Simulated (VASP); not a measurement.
# AlInSb2: single point with LDA

AlInSb2:

```
Al In Sb
1.0
     4.50617    0.00000    0.00000
     0.00000    4.50617    0.00000
     0.00000    0.00000    6.34882
Al In Sb
1 1 2
Direct
  0.00000 0.00000 0.00000
  0.50000 0.50000 0.50000
  0.00000 0.50000 0.23337
  0.50000 0.00000 0.76663
```

The cell comes from a database or a generator and needn't be the stable form of this composition.

```yaml
Program: VASP 6.6.1
Task: single point
Functional: LDA
Potentials_or_basis: VASP PAW LDA potentials, release 64 (Al, In_d, Sb)
Cutoff: 520 eV
k_mesh: 8 × 8 × 6
Occupations: gaussian, width 0.03 eV
Spin: no spin polarisation
```

```yaml
Pressure: -1.9 GPa
Largest_force: 0.074 eV/Å
Band_gap_on_the_k_mesh: 0.31 eV, direct
```

Forces in eV/Å, atoms in the order of the input:
```
Al   0.000  0.000  0.000
In   0.000  0.000  0.000
Sb   0.000  0.000  0.074
Sb   0.000  0.000 -0.074
```

Stress tensor (GPa, compression positive):
```
-1.88  0.00  0.00
 0.00 -1.88  0.00
 0.00  0.00 -1.80
```

Levels at points of the mesh, in eV from the valence-band top:
```csv
k point,band 9,band 10,band 11,band 12,band 13,band 14,band 15,band 16,band 17,band 18
"(0.00, 0.00, 0.00)",-2.25,-2.25,-0.17,0.00,0.00,0.31,1.26,1.35,2.99,2.99
"(0.50, 0.00, 0.00)",-4.57,-2.84,-2.61,-1.29,-0.81,1.87,2.42,4.33,4.33,4.46
"(0.50, 0.50, 0.00)",-5.57,-2.28,-2.16,-2.16,-2.06,0.83,1.23,1.23,1.78,7.73
"(0.00, 0.00, 0.50)",-3.17,-1.66,-1.66,-1.16,-1.16,1.37,1.59,2.58,2.87,5.18
"(0.50, 0.00, 0.50)",-5.30,-1.25,-0.98,-0.90,-0.71,0.57,0.88,3.43,3.62,3.75
"(0.50, 0.50, 0.50)",-5.46,-3.01,-2.80,-2.68,-2.68,3.65,3.93,3.93,4.01,4.27
```

Run time: 2 min on 1 thread of Intel(R) Xeon(R) Platinum 8488C (Sapphire Rapids) (shared host), peak memory 0.31 GiB.

Caveat: spin-orbit coupling is left out, which moves the levels of the heavy elements. A k mesh can miss the band edges.
